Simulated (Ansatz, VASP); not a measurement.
## One calculation of Sc2Si2Au7, two programs

```
CELL_PARAMETERS angstrom
5.01645 4.58181 -0.41678
5.01645 -4.58181 -0.41678
2.18195 0.00000 -4.62679
ATOMIC_POSITIONS crystal
Au 0.56376 0.10412 0.66522
Au 0.89588 0.43624 0.33478
Au 0.43624 0.89588 0.33478
Au 0.10412 0.56376 0.66522
Au 0.00000 0.00000 0.50000
Au 0.64552 0.64552 0.98041
Au 0.35448 0.35448 0.01959
Sc 0.21407 0.78593 0.00000
Sc 0.78593 0.21407 0.00000
Si 0.23518 0.23518 0.57289
Si 0.76482 0.76482 0.42711
```

Alike in both runs: functional PBE; k mesh 3 × 3 × 4; occupations methfessel-paxton of order 1, width 0.0868 eV; no spin polarisation.

Ansatz relaxed the structure, and its values are those at the end. VASP's run is a single point on that final structure, the one shown.

|  | VASP | Ansatz |
| --- | --- | --- |
| version | VASP 6.6.1 | Ansatz 0.2.0 |
| potentials or method | VASP PAW PBE potentials, release 64 (Au, Sc_sv, Si) | PAW plane waves |
| plane-wave cutoff (eV) | 520 | 420 |
| valence electrons in the cell | 107 | 163 |

Ansatz gave:

```
pressure (GPa)                     : 0.0
rms of the force components (eV/Å) : 0.003
```

Which values does VASP return?

Pressure (GPa): -0.1; rms of the force components (eV/Å): 0.004.

The two sets of potentials don't hold the same shells in valence.

The runs have no spin-orbit coupling, so splittings on Au are missing.
